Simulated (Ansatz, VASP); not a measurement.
# ScC3: VASP beside Ansatz, part 2 of 2

Wanted: the spread between two codes on one cell, functional and k mesh. The cell is generated by rule, not measured, and may not be a known phase. The cell is taken from a series of runs on this material, whose earlier steps may have relaxed, scaled, displaced or heated it; both programs get it as it stands.

VASP 6.6.1 and Ansatz 0.2.0.

So far: Starting point; VASP: zone-centre phonons, LDA.

The structure was built from a prototype and need not be the compound's stable phase.

## Step 3: Ansatz: zone-centre phonons, LDA

Level of this step: Ansatz beside VASP: Kohn-Sham DFT, plane waves, LDA (Ansatz).

Ansatz runs on norm-conserving files, of PseudoDojo where its log says so.

The same cell, functional (in two slightly different forms), mesh and smearing now go to Ansatz, which takes its cutoff from its data sets.

input.yaml

```yaml
crystal:
  lattice:
    - [3.2537740111, 0.0, 0.0]
    - [0.0, 3.2537740111, 0.0]
    - [0.0, 0.0, 3.2537740111]
  atoms:
    - { symbol: Sc, position: [0.0, 0.0, 0.0] }
    - { symbol: C, position: [0.0, 0.5, 0.5] }
    - { symbol: C, position: [0.5, 0.0, 0.5] }
    - { symbol: C, position: [0.5, 0.5, 0.0] }
kpoints:
  mp_grid: { grid: [16, 16, 16] }
hamiltonian:
  xc: lda
  pseudopotentials: { kind: nc }
scf:
  occupations: { method: methfessel_paxton, width: 0.2 }
output:
  eigenvalues: true
phonons:
  method: dfpt
```

Command:

```bash
$ ansatz run input.yaml --threads 8 --pin off --max-ram 14336MiB --backend cpu --events-out ev --progress --plain --runs-dir out
```

Log:

```text
zone centre: on kpoints.mp_grid the ground state, and the responses unless they are solved on pairs of k-points, stand on 729 of the mesh's 4096 k-points, reduced under 8 symmetry operations, with k and −k counted as one. Each operation leaves every solved displacement unchanged or reverses it
Engine: ansatz 0.2.0, aarch64-unknown-linux-gnu
Pseudopotentials: kind: nc
Pseudopotential: Sc, nc, valence charge 11, recommended cutoff 1061.244064 eV (normal), Sc.nc.azcp (PseudoDojo's, or run here from an input of PseudoDojo's: the run reads no file of this project's for it)
Pseudopotential: C, nc, valence charge 4, recommended cutoff 1115.666836 eV (normal), C.nc.azcp (PseudoDojo's, or run here from an input of PseudoDojo's: the run reads no file of this project's for it)
Functional definition: SPW92
  exchange = slater_x
  correlation = pw_c
Crystal: 4 atoms, lattice volume = 34.448 Å³
Basis set: ecut = 1115.666836 eV, 2945 PW (Γ), exchange–correlation on 72×72×72 points (8 copies of the dense FFT grid, shifted against one another)
Bands: 16, of which v1, the nominal top of the filled ones, is band 12 counted from 1 (11 counted from 0)
Symmetry: 48 space group operations
k-points: 729 of 4096 (irreducible under 8 space group operations)
Non-local potential: Sc, projectors of the file, l = 0: 2, l = 1: 2, l = 2: 2
Non-local potential: C, projectors of the file, l = 0: 2, l = 1: 2
Initial density: superposition of atomic densities (chi_scale 0.1, normalization cell, long waves kept (reshape's long-wave potential 0.00 eV rms))
Initial wavefunctions: pseudopotential atomic-orbital guess
Functional: x = slater, c = lda
SCF iter   1: F=—  HF=-1801.711843 eV  |F-HF|=—  |Δ(HF+E_count)|=         —  Δρ=6.88e-2  dr2=2.15e0  ethr=3.10e-3  ⟨swp⟩=5.0  Hψ=55211  notcnv=0
preconditioner: auto → none  [metal: Δε(μ)=0.010 eV  Ē_g=14.752 eV  σ=0.200 eV  W_gap=0.04  n_scr=6 (ndim 8)  ℏωp=29.0 eV  f_vac=0.000  D(μ)=1.56/eV (n_scr^D=18)  sad-step TF]
SCF iter   2: F=—  HF=-1801.230557 eV  |F-HF|=—  |Δ(HF+E_count)|=   4.81e-1  S|Δr|=    0.00e0  Δρ=3.23e-2  dr2=4.51e-1  ethr=3.10e-3  ⟨swp⟩=2.4  Hψ=21234  notcnv=0  defer=131
SCF iter   3: F=—  HF=-1801.078878 eV  |F-HF|=—  |Δ(HF+E_count)|=   1.52e-1  S|Δr|=    0.00e0  Δρ=1.03e-2  dr2=4.84e-2  ethr=1.96e-3  ⟨swp⟩=2.0  Hψ=19930  notcnv=0  defer=131
SCF iter   4: F=—  HF=-1801.065471 eV  |F-HF|=—  |Δ(HF+E_count)|=   1.34e-2  S|Δr|=    0.00e0  Δρ=2.46e-3  dr2=5.75e-4  ethr=2.11e-4  ⟨swp⟩=2.1  Hψ=21342  notcnv=0  defer=122
SCF iter   5: F=—  HF=-1801.065464 eV  |F-HF|=—  |Δ(HF+E_count)|=   7.15e-6  S|Δr|=    0.00e0  Δρ=6.49e-4  dr2=1.34e-4  ethr=2.50e-6  ⟨swp⟩=2.0  Hψ=19676  notcnv=0  defer=122
SCF iter   6: F=—  HF=-1801.065423 eV  |F-HF|=—  |Δ(HF+E_count)|=   4.15e-5  S|Δr|=    0.00e0  Δρ=1.96e-4  dr2=1.28e-5  ethr=5.83e-7  ⟨swp⟩=2.2  Hψ=15449  notcnv=0  defer=122
SCF iter   7: F=—  HF=-1801.065419 eV  |F-HF|=—  |Δ(HF+E_count)|=   3.17e-6  S|Δr|=    0.00e0  Δρ=2.68e-5  dr2=2.65e-7  ethr=5.58e-8  ⟨swp⟩=2.9  Hψ=20976  notcnv=0  defer=128
SCF iter   8: F=—  HF=-1801.065420 eV  |F-HF|=—  |Δ(HF+E_count)|=   2.82e-7  S|Δr|=    0.00e0  Δρ=4.15e-6  dr2=7.24e-9  ethr=1.15e-9  ⟨swp⟩=2.1  Hψ=19868  notcnv=0  defer=128
SCF iter   9: F=-1801.065420 eV  HF=-1801.065420 eV  |F-HF|=5.00e-12  |Δ(HF+E_count)|=   1.97e-9  S|Δr|=    0.00e0  Δρ=2.87e-7  dr2=8.06e-12  ethr=1.00e-12  ⟨swp⟩=8.3  Hψ=79100  notcnv=0
the search or the solves at the SCF's close seem to have found levels that the self-consistency loop had missed (the run counts 14). By its estimate they hold under 1e-12 electrons; where the run keeps them, the occupations were computed again with them
SCF 1 converged in 9 iterations: F = -1801.065420 eV  dr2 = 8.06e-12
DFPT response loops at Γ: preconditioner auto → Kerker (q_TF=auto, 2.551 Å⁻¹) (partly filled bands, converged f_vac=0.000); β = 1.00, the filter's whole step (`scf.mixing.beta` (0.50) is not read by the response loops under this deck's `scf.mixing.preconditioner`; to damp them name `kerker` or `kerker_dos`, under which they read `scf.mixing.beta`, and type it under 1.00, their step now; both keys bind the ground state too); Broyden in place of MSR1
SCF converged after 9 iterations
Stability not checked: this state was not tested for a lower state beside it, because cold or Methfessel-Paxton smearing, or corrected tetrahedra, fill the levels in a way that the test cannot read (fill_not_monotonic; see scf.lower_state_search)
Free energy (F): -1801.065420 eV
Harris-Foulkes:  -1801.065420 eV  (|F-HF|=5.00e-12)
Internal energy: -1801.062551 eV  (E = F + TS)
E sigma→0 (E₀):  -1801.064702 eV
Entropy (-TS):   -0.002869 eV (-0.717 meV/atom)
Fermi energy:    13.060787 eV
--- Per-component energies (eV) ---
  E_band       = -45.933025
  E_kinetic    = 786.981779
  E_local      = -983.133437  (includes V_loc(G=0)·N_el)
  E_nonlocal   = 56.218487
  E_hartree    = 250.904913
  E_xc         = -386.975332
  E_vxc        = -407.809668  (∫ρ·V_xc dr)
  E_ewald      = -1525.058961
  E_smearing   = -0.002869  (= −TS)
  E_closure    = -0.000000  (closes the sum)
  Σ components = -1801.065420   (vs F -1801.065420, Δ=0.00e0)
--- Band table (eV; the first three rows and the last of 729) ---
  k-point 0: bands = [... 8 lower, 8.7230, 8.7230, 14.2971, 14.2971, 14.2971, 16.4553, 16.4553, 16.4553]
  k-point 1: bands = [... 8 lower, 8.7241, 8.9446, 14.0065, 14.0828, 14.0828, 16.4656, 16.7463, 16.7463]
  k-point 2: bands = [... 8 lower, 8.7253, 9.4707, 13.3513, 13.6540, 13.6540, 16.4952, 17.2245, 17.3592]
  k-point 728: bands = [... 8 lower, 8.3190, 8.3190, 8.3190, 17.8976, 17.8976, 17.8976, 17.9611, 17.9611]
--- Phonons (Γ-DFPT): 3 representative perturbations + reference, on 729 of 4096 k-points (Σ response iterations 10) ---
  k mesh reduced under 8 symmetry operations, with k and −k counted as one. Each operation leaves every solved displacement unchanged or reverses it
  ASR residual: 6.640e-4 → 0.000e0 eV/Å²; symmetrization residual: 3.390e-6 eV/Å²
  ASR residual per site (eV/Å²): 6.64e-4 8.81e-5 8.81e-5 8.81e-5
  Γ frequencies (cm⁻¹): -562.13 -562.13 -562.13 0.00 0.00 0.00 393.49 393.49 393.49 512.41 512.41 512.41
  non-analytic LO–TO correction: not included (Born effective charges unavailable; polar crystals: no LO–TO splitting at Γ)
```

## Step 4: Differences

Known differences besides the potentials themselves: the two LDA forms differ slightly; the cutoff is 1115.67 eV in Ansatz and 600 eV in VASP; VASP's log shows a relativistic correction to its local exchange, Ansatz's none. Total energies have different zeros and are not compared.

The two programs side by side:

```tsv
quantity	Ansatz	VASP	difference
optical mode 1 to 3 (imaginary, printed as negative) (cm⁻¹)	-562.1	-567.3	+5.1
optical mode 4 to 6 (cm⁻¹)	393.5	397.0	-0.88 %
optical mode 7 to 9 (cm⁻¹)	512.4	517.1	-0.90 %
```

Modes are paired by rising frequency, not by their patterns, so a pair may set unlike modes beside each other; they are those without the splitting of longitudinal modes.

## Step 5: Summary of results

```yaml
r_m_s_difference_of_the_optical_zone_centre_modes_each_program_s_sorted_by_frequency_zone_centre_phonons_lda: 4.5 cm⁻¹
difference_in_optical_mode_7_to_9_zone_centre_phonons_lda: -0.9 %
```

In words: The r.m.s. difference of the optical zone-centre modes, each program's sorted by frequency is 4.5 cm⁻¹ (zone-centre phonons, LDA). Among the rows given in per cent, the largest difference of the zone-centre phonons, LDA pair is in optical mode 7 to 9, -0.9 %. How closely two codes agree says nothing of how well the functional describes the real material.

[Lines on the potential files, build, host, timing and source positions are cut from VASP's logs without a mark.]

[Logs are printed without paths, hosts, clocks, repeated set-up lines and the standing remarks that a program may print on its own settings, such as how far it seeks lower states.]

[Hosts, paths, dates, database ids (printed as entryN), source tags and the programs' standing remarks are cut or masked in the printed files.]
